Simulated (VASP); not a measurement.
An input for Quantum ESPRESSO's pw.x (written as the equivalent of a VASP run, and not itself run):

```
&CONTROL
  calculation = 'scf'
  pseudo_dir = './pseudo'
  outdir = './out'
  tprnfor = .true.
  tstress = .true.
/
&SYSTEM
  ibrav = 0
  nat = 8
  ntyp = 3
  ecutwfc = 102
  occupations = 'smearing'
  smearing = 'gaussian'
  degauss = 0.009996
  input_dft = 'pbe'
/
&ELECTRONS
  conv_thr = 7.3e-08
  electron_maxstep = 100
/
ATOMIC_SPECIES
  Cd 112.414 Cd.upf
  Si 28.085 Si.upf
  P 30.974 P.upf
CELL_PARAMETERS angstrom
    -2.7524950    2.7524950    5.4243240
     2.7524950   -2.7524950    5.4243240
     2.7524950    2.7524950   -5.4243240
ATOMIC_POSITIONS crystal
  Cd   0.7500000  0.2500000  0.5000000
  Cd   0.0000000  0.0000000  0.0000000
  Si   0.2500000  0.7500000  0.5000000
  Si   0.5000000  0.5000000  0.0000000
  P    0.1324000  0.1250000  0.5074000
  P    0.6176000  0.6250000  0.4926000
  P    0.3750000  0.8676000  0.9926000
  P    0.8750000  0.3824000  0.0074000
K_POINTS automatic
  7 7 7 0 0 0
```

Write the VASP files for the same calculation (PBE).

One answer among several that fit: 
**INCAR**
```
SYSTEM  =  CdSiP2
PREC  =  Accurate; ENCUT  =  300; LREAL  =  .False.
LASPH  =  .True.
EDIFF  =  1E-6; NELM  =  100; ALGO  =  Normal
LMAXMIX  =  4
ISMEAR  =  0; SIGMA  =  0.136
GGA  =  PE
ISIF  =  2
LWAVE  =  .False.; LCHARG  =  .False.
```

**KPOINTS**
```
Automatic mesh
0
Gamma
7 7 7
0 0 0
```

File POSCAR:
```
CdSiP2
5.4243240
 -0.5074355809   0.5074355809   1.0000000000
  0.5074355809  -0.5074355809   1.0000000000
  0.5074355809   0.5074355809  -1.0000000000
Cd Si P
2 2 4
Cart
 -0.0000000000   0.5074355809   0.5000000000
  0.0000000000   0.0000000000   0.0000000000
  0.5074355809   0.0000000000   0.5000000000
  0.0000000000   0.0000000000   1.0000000000
  0.2537177905   0.2612278371  -0.2500000000
  0.2537177905   0.2462077439   0.7500000000
  0.7536433248   0.2537177905   0.2500000000
 -0.2462077439   0.2537177905   1.2500000000
```

POTCAR, in this order: Cd Si P (PBE.64 set). Program: vasp_std.

The two are equivalent in intent, not identical: the potentials are each code's own (VASP's PAW set, PseudoDojo norm-conserving files in pw.x), so ENCUT and ecutwfc are chosen apart and not converted; conv_thr bounds pw.x's estimated SCF error, while EDIFF bounds the energy change between steps.

The structure was generated: CdSiP2 was put into an ordered model structure, which need not be its known phase. The cell was not relaxed at this level. The run is one of a series of settings (KPOINTS 7×7×7 Γ-centred mesh against the base run), some of them coarse on purpose.
